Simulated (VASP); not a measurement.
Here is a VASP 6.6.1 calculation.

The input INCAR:

```
PREC = Accurate
ENCUT = 520
EDIFF = 1E-7
ISMEAR = -1
SIGMA = 0.05
LREAL = False
LASPH = True
NELM = 80
ALGO = Normal
ISIF = 2
LWAVE = False
LCHARG = True
GGA = PE
LELF = True
LVHAR = True
NBANDS = 10
```

Contents of KPOINTS:

```
regular mesh
0
Gamma
  7 7 7
```

File POSCAR:

```
Mg2Al
1.0
    0.0000000000      3.3229200000      3.3229200000
    3.3229200000      0.0000000000      3.3229200000
    3.3229200000      3.3229200000      0.0000000000
Mg Al
2 1
Direct
    0.2500000000      0.2500000000      0.2500000000
    0.7500000000      0.7500000000      0.7500000000
    0.0000000000      0.0000000000      0.0000000000
```

Potentials or basis: VASP PAW PBE potentials, release 64 (Mg, Al).

Command:

```bash
$ cat potpaw_PBE.64/Mg/POTCAR potpaw_PBE.64/Al/POTCAR > POTCAR
$ mpirun -np 1 vasp_std > vasp.out
```

Task: What does it give for the band gap on the k mesh?

Result: None (metal or under the smearing width).

Task: What does it give for the pressure?

Result: -0.1 GPa.
